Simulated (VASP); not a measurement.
Given:

```yaml
crystal:
  lattice:
    - [-1.78802, 2.40152, 2.65288]
    - [1.78802, -2.40152, 2.65288]
    - [1.78802, 2.40152, -2.65288]
  atoms:
    - { symbol: Li, position: [0.73891, 0.23891, 0.50000] }
    - { symbol: Li, position: [0.26109, 0.76109, 0.50000] }
    - { symbol: C, position: [0.86896, 0.00000, 0.86896] }
    - { symbol: C, position: [0.13104, 0.00000, 0.13104] }
```

All values below come from PBEsol GGA, VASP's PBE PAW potentials (set 64) (plane waves; VASP). Settings: 520 eV cut-off, 8×8×8 Γ-centred mesh, Gaussian smearing of 0.010 eV, potentials Li_sv C.

Give the electronic dielectric tensor ε∞ (DFPT, local fields included).

```
3.06  0.00  0.00
0.00  3.91  0.00
0.00  0.00  3.33
```

Give the Born effective charges.

```tsv
atom	Z*xx	Z*yy	Z*zz	mean
Li1	0.95	0.88	0.94	0.92
Li2	0.95	0.88	0.94	0.92
C3	-0.95	-0.88	-0.94	-0.92
C4	-0.95	-0.88	-0.94	-0.92
```

And the static tensor with the ions free?

```
6.23  0.00  0.00
0.00  5.90  0.00
0.00  0.00  6.34
```

Which frequencies do the optical Γ-point modes have (no LO-TO splitting)?

289, 315, 345, 374, 377, 420, 437, 469, 1884 cm⁻¹.

The structure comes from a computed database's LiC entry (Immm); how it stands against other phases isn't given here. It was relaxed first.
